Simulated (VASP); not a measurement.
Method: MS2 meta-GGA, VASP's PBE PAW potentials (set 64) (plane waves; VASP).

The input files of a VASP run:

File KPOINTS:
```
Automatic mesh
0
Gamma
10 10 10
0 0 0
```

INCAR:
```
LWAVE = .FALSE.
NELM = 100
ISIF = 2
PREC = Accurate
LCHARG = .FALSE.
ISMEAR = 1   ! Methfessel-Paxton
LMIXTAU = .TRUE.
LMAXMIX = 4
LASPH = .TRUE.   ! aspherical one-centre terms
LREAL = .FALSE.
ALGO = Normal
METAGGA = MS2
ENCUT = 520
SIGMA = 0.1   ! width (eV)
SYSTEM = InAs
EDIFF = 1E-7   ! SCF stop (eV)
```

POSCAR:
```
InAs
6.0368580
  0.0000000000   0.5000000069   0.5000000069
  0.5000000069   0.0000000000   0.5000000069
  0.5000000069   0.5000000069   0.0000000000
In As
1 1
Direct
  0.0000000000   0.0000000000   0.0000000000
  0.2500000000   0.2500000000   0.2500000000
```

POTCAR, in this order: In_d As (PBE.64 set). Program: vasp_std.

Task: What will the output report for the number of irreducible k-points (NKPTS), largest plane-wave count, number of space-group operations, FFT grid (NGX, NGY, NGZ)?

Result: 
```
Item                                           Value
--------------------------------------  ------------
number of irreducible k-points (NKPTS)            47
largest plane-wave count                        1494
number of space-group operations                  24
FFT grid (NGX, NGY, NGZ)                32 × 32 × 32
```

The compound is InAs in the zinc blende structure. This cell is one point of a volume scan, at 0.97 of the reference volume.
